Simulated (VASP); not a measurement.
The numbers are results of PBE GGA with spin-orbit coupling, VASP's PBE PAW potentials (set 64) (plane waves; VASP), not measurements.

VASP input:

### INCAR
```
SYSTEM = Eu
PREC = Accurate; ENCUT = 400; LREAL = .FALSE.
LASPH = .TRUE.
EDIFF = 1E-6; NELM = 100; ALGO = Normal
LMAXMIX = 6
ISMEAR = 0; SIGMA = 0.05
GGA = PE; GGA_COMPAT = .FALSE.
MAGMOM = 0 0 0
LSORBIT = .TRUE.
LWAVE = .FALSE.; LCHARG = .FALSE.
```

### KPOINTS_OPT
```
k-points along high-symmetry lines
8
Line-mode
Reciprocal
  0.000000   0.000000   0.000000 ! GAMMA
  0.500000  -0.500000   0.500000 ! H

  0.500000  -0.500000   0.500000 ! H
  0.000000  -0.000000   0.500000 ! N

  0.000000  -0.000000   0.500000 ! N
  0.000000   0.000000   0.000000 ! GAMMA

  0.000000   0.000000   0.000000 ! GAMMA
  0.250000   0.250000   0.250000 ! P

  0.250000   0.250000   0.250000 ! P
  0.500000  -0.500000   0.500000 ! H

  0.250000   0.250000   0.250000 ! P
  0.000000  -0.000000   0.500000 ! N
```

**POSCAR**
```
Eu
1
   -2.2276439632     2.2276439632     2.2276439632
    2.2276439632    -2.2276439632     2.2276439632
    2.2276439632     2.2276439632    -2.2276439632
Eu
1
Direct
  0.0000000000   0.0000000000   0.0000000000
```

File KPOINTS:
```
Automatic mesh
0
Gamma
10 10 10
0 0 0
```

POTCAR, in this order: Eu_2 (PBE.64 set). Program: vasp_ncl.

The run wrote:

File OSZICAR:
```
       N       E                     dE             d eps       ncg     rms          rms(c)
DAV:   1     0.240488356518E+02    0.24049E+02   -0.26928E+03  1608   0.687E+02
DAV:   2    -0.106745918544E+01   -0.25116E+02   -0.24317E+02  2296   0.282E+02
DAV:   3    -0.201586966363E+01   -0.94841E+00   -0.92933E+00  2376   0.370E+01
DAV:   4    -0.202789185503E+01   -0.12022E-01   -0.11986E-01  2344   0.481E+00
DAV:   5    -0.202809627542E+01   -0.20442E-03   -0.20433E-03  2368   0.582E-01    0.757E+00
DAV:   6    -0.204035202329E+01   -0.12256E-01   -0.12143E-03  2392   0.443E-01    0.452E+00
DAV:   7    -0.204653928151E+01   -0.61873E-02   -0.11900E-03  2472   0.416E-01    0.229E+00
DAV:   8    -0.204755017745E+01   -0.10109E-02   -0.42639E-04  2384   0.229E-01    0.445E-02
DAV:   9    -0.204756263723E+01   -0.12460E-04   -0.65266E-05  2384   0.792E-02    0.991E-03
DAV:  10    -0.204756512717E+01   -0.24899E-05   -0.52643E-06  2232   0.229E-02    0.460E-03
DAV:  11    -0.204756472712E+01    0.40005E-06   -0.80049E-07  1896   0.896E-03
   1 F= -.20475647E+01 E0= -.20468383E+01  d E =-.145279E-02  mag=     0.0000    -0.0000     0.0000
       N       E                     dE             ncg
       N       E                     dE             ncg
```

File OUTCAR:
```
------------------------ aborting loop because EDIFF is reached ----------------------------------------
  FORCE on cell =-STRESS in cart. coord.  units (eV):
  Direction    XX          YY          ZZ          XY          YZ          ZX
  --------------------------------------------------------------------------------------
  Total       -0.0186365     -0.0186365     -0.0186365      0.0000000      0.0000000      0.0000000
  in kB       -0.6752709     -0.6752709     -0.6752709      0.0000000      0.0000000      0.0000000
  external PRESSURE =      -0.6752709 kB  Pullay stress =       0.0000000 kB
  volume of cell :       44.22
      direct lattice vectors                 reciprocal lattice vectors
    -2.227643963  2.227643963  2.227643963     0.000000000  0.224452385  0.224452385
     2.227643963 -2.227643963  2.227643963     0.224452385  0.000000000  0.224452385
     2.227643963  2.227643963 -2.227643963     0.224452385  0.224452385  0.000000000
 POSITION                                       TOTAL-FORCE (eV/Angst)
 -----------------------------------------------------------------------------------
      0.00000      0.00000      0.00000         0.000000     -0.000000      0.000000
 -----------------------------------------------------------------------------------
    total drift:                                0.000000      0.000000      0.000000
  FREE ENERGIE OF THE ION-ELECTRON SYSTEM (eV)
  ---------------------------------------------------
  free  energy   TOTEN  =        -2.0475647271 eV

  energy  without entropy=       -2.0461119321  energy(sigma->0) =       -2.04683833

 Ion:    1  E_soc:     -0.3698813
```
(Selected blocks of OUTCAR.)

The 4f electrons are frozen in the core of the lanthanide potential, so 4f levels, which can set the real gap, and their magnetism are missing.

The compound is Eu in the bcc structure. It was relaxed first, which changed the volume by -8 %.
